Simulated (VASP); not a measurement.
Wanted: the native input for a VASP 6.6.1 run.

```
Task                      : relaxation of the atoms
Functional                : LDA
Potentials or basis       : VASP PAW LDA potentials, release 64 (Ti_sv)
Cutoff                    : 520 eV
k mesh                    : 7 × 7 × 1
Occupations               : fermi-dirac, width 0.05 eV
Spin                      : no spin polarisation
Dipole correction         : yes
Atoms held fixed (from 0) : [0, 1, 2]
Further INCAR settings    : ALGO = Normal; EDIFF = 1e-06; IBRION = 2; EDIFFG = -0.005; NSW = 40
```

The structure of Ti lies in POSCAR:

```
Ti
1.0
    2.9499978604      0.0000000000      0.0000000000
   -1.4749989302      2.5547730882      0.0000000000
    0.0000000000      0.0000000000     26.7150000000
Ti
6
Selective dynamics
Direct
    0.6666666667      0.3333333334      0.2807411567  F F F
    0.3333333333      0.6666666666      0.3684446940  F F F
    0.6666666667      0.3333333334      0.4561482313  F F F
    0.3333333333      0.6666666666      0.5438517687  T T T
    0.6666666667      0.3333333334      0.6315553060  T T T
    0.3333333333      0.6666666666      0.7192588433  T T T
```

These files were run (other wordings do the same):

INCAR

```
SYSTEM = Ti
  PREC = Accurate
  ENCUT = 520
  EDIFF = 1E-6
  ISMEAR = -1
  SIGMA = 0.05
  LREAL = .FALSE.
  LASPH = .TRUE.
  NELM = 60
  ALGO = Normal
  ISIF = 2
  LWAVE = .FALSE.
  LCHARG = .FALSE.
  LDIPOL = .TRUE.
  IDIPOL = 3
  DIPOL = 0.5 0.5 0.500
  IBRION = 2
  NSW = 40
  EDIFFG = -0.005
```

KPOINTS

```
Automatic mesh
0
G
  7 7 1
  0 0 0
```

Potentials or basis: VASP PAW LDA potentials, release 64 (Ti_sv).

Run with:

```sh
$ cat potpaw_LDA.64/Ti_sv/POTCAR > POTCAR
$ mpirun -np 1 vasp_std > vasp.out
```

It gave:

| Item | Value |
| --- | --- |
| Energy gained by relaxing | 38.6 meV/atom |
| Ionic steps | 20 |
| Band gap on the k mesh | none (metal or under the smearing width) |

Wall time 18 min on 1 thread of Intel(R) Xeon(R) 6975P-C (Granite Rapids), on a shared host, peak memory 0.27 GiB.
